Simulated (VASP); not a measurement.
Input:

```
CELL_PARAMETERS angstrom
      7.15660     0.00000     0.00000
     -3.57830     6.19780     0.00000
      0.00000     0.00000     3.36529
ATOMIC_POSITIONS crystal
  Ta 0.26602 0.00000 0.00000
  Ta 0.00000 0.26602 0.00000
  Ta 0.73398 0.73398 0.00000
  Ta 0.59893 0.00000 0.50000
  Ta 0.00000 0.59893 0.50000
  Ta 0.40107 0.40107 0.50000
  Ge 0.00000 0.00000 0.50000
  Ge 0.33333 0.66667 0.00000
  Ge 0.66667 0.33333 0.00000
```

These are PBEsol GGA, VASP's PBE PAW potentials (set 64) (plane waves; VASP 6.6.1) values and carry that method's errors. Run with 400 eV cut-off, 6×6×10 Γ-centred mesh, tetrahedra with Blöchl corrections, potentials Ta_pv Ge_d.

The cores are frozen, which limits the accuracy of field gradients.

Give the principal components of the electric field gradient (V/Å²) and the asymmetry η at each nucleus.

```csv
atom,Vxx,Vyy,Vzz,η
Ta1,-30.1,-7.8,37.9,0.59
Ta2,-30.1,-7.8,37.9,0.59
Ta3,-30.1,-7.8,37.9,0.59
Ta4,-102.7,-37.1,139.8,0.47
Ta5,-102.7,-37.1,139.8,0.47
Ta6,-102.7,-37.1,139.8,0.47
Ge7,19.0,18.9,-37.9,0.00
Ge8,-31.0,-30.9,61.9,0.00
Ge9,-31.0,-30.9,61.9,0.00
```

The structure was generated: Ta2Ge was put into the Fe2P type (P-62m), which need not be its known phase. It was relaxed first, which changed the volume by -13 %.
